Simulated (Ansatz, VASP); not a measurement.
## NiMoIrPdW in VASP and in Ansatz

File INCAR:

```
PREC = Accurate
ENCUT = 520
EDIFF = 1E-7
ISMEAR = -1
SIGMA = 0.05
LREAL = False
LASPH = True
NELM = 150
ALGO = Normal
ISIF = 2
LWAVE = False
LCHARG = False
ISPIN = 2
MAGMOM = 1 1 0 0.6 0
LORBIT = 11
LMAXMIX = 4
GGA = PE
NBANDS = 40
KPAR = 4
```

File KPOINTS:

```
Automatic mesh
0
Gamma
  7 7 5
```

Contents of POSCAR:

```
NiMoIrPdW
1.0
    4.2280284907      0.0000000000      0.0000000000
   -2.1140142454      3.6615825872      0.0000000000
    0.0000000000      0.0000000000      5.5225187340
Ni Mo Pd Ir W
1 1 1 1 1
Direct
    0.0000000000      0.0000000000      0.0222100000
    0.6666700000      0.3333300000      0.4599600000
    0.3333300000      0.6666700000      0.7460100000
    0.3333300000      0.6666700000      0.2564100000
    0.6666700000      0.3333300000      0.9998500000
```

The input input.yaml:

```yaml
crystal:
  lattice:
    - [4.2280284907, 0.0, 0.0]
    - [-2.1140142454, 3.6615825872, 0.0]
    - [0.0, 0.0, 5.522518734]
  atoms:
    - { symbol: Ni, position: [0.0, 0.0, 0.02221], spin: 1.0 }
    - { symbol: Mo, position: [0.66667, 0.33333, 0.45996], spin: 1.0 }
    - { symbol: Pd, position: [0.33333, 0.66667, 0.74601] }
    - { symbol: Ir, position: [0.33333, 0.66667, 0.25641], spin: 0.6 }
    - { symbol: W, position: [0.66667, 0.33333, 0.99985] }
hamiltonian:
  xc: pbe
  pseudopotentials: { kind: paw }
magnetization:
  spin_polarized: true
kpoints:
  mp_grid: { grid: [7, 7, 5] }
scf:
  occupations: { method: fermi_dirac, width: 0.05 }
output:
  forces: true
  stress: true
  eigenvalues: true
```

Change from the starting cell: volume scaled by 1.06.

Alike in both runs: task single point; functional PBE; k mesh 7 × 7 × 5; occupations fermi-dirac, width 0.05 eV; collinear spin, ferromagnetic start.

```csv
,VASP,Ansatz
version,VASP 6.6.1,Ansatz 0.2.0
potentials or method,"VASP PAW PBE potentials, release 64 (Ni, Mo_sv, Pd, Ir, W_sv)",Ansatz PAW
plane-wave cutoff (eV),520,420
valence electrons in the cell,57,81
```

Ansatz gave:

| Item | Value |
| --- | --- |
| gap on the k mesh at the Fermi level (eV) | none |
| pressure (GPa) | -11.5 |
| largest component of the traceless stress (GPa) | 0.33 |
| rms of the force components (eV/Å) | 0.172 |
| net moment per atom (μB) | 0.00 |

Q: Estimate VASP's values.

A: gap on the k mesh at the Fermi level (eV): none; pressure (GPa): -11.3; largest component of the traceless stress (GPa): 0.37; rms of the force components (eV/Å): 0.165; net moment per atom (μB): 0.00.

Atom by atom the forces differ by 0.008 eV/Å (rms over components). A gap of «none» marks a metal or a gap that the smearing closes. With one functional, cell and mesh, what is left measures potentials, basis and numerics. The two sets of potentials don't hold the same shells in valence.

Caveats: the starting moments weren't kept (Ansatz). Spin-orbit coupling is left out, which matters for the levels of Ir, W.
